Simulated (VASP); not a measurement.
```yaml
crystal:
  lattice:
    - [1.22705, -2.12531, 0.00000]
    - [1.22705, 2.12531, 0.00000]
    - [0.00000, 0.00000, 3.95823]
  atoms:
    - { symbol: Co, position: [0.33333, 0.66667, 0.28790], spin: 1.6 }
    - { symbol: Co, position: [0.66667, 0.33333, 0.75000], spin: 1.6 }
```

All values below come from PBEsol GGA, VASP's PBE PAW potentials (set 64) (plane waves; VASP 6.6.1). Run with 480 eV cut-off, 16×16×8 Γ-centred mesh, first-order Methfessel-Paxton smearing of 0.10 eV, potentials Co.

Task: Give the force on each atom (eV/Å).

Result: 
```csv
atom,Fx,Fy,Fz
Co1,0.000,0.000,-1.454
Co2,0.000,0.000,1.454
```

Task: Give the stress tensor in GPa (positive for a compressed cell).

Result: 
```
2.07  0.00  0.00
0.00  2.07  0.00
0.00  0.00  7.19
```
The pressure is its mean diagonal, 3.78 GPa.

The compound is Co in the hcp structure. This cell was strained or had an atom moved on purpose.
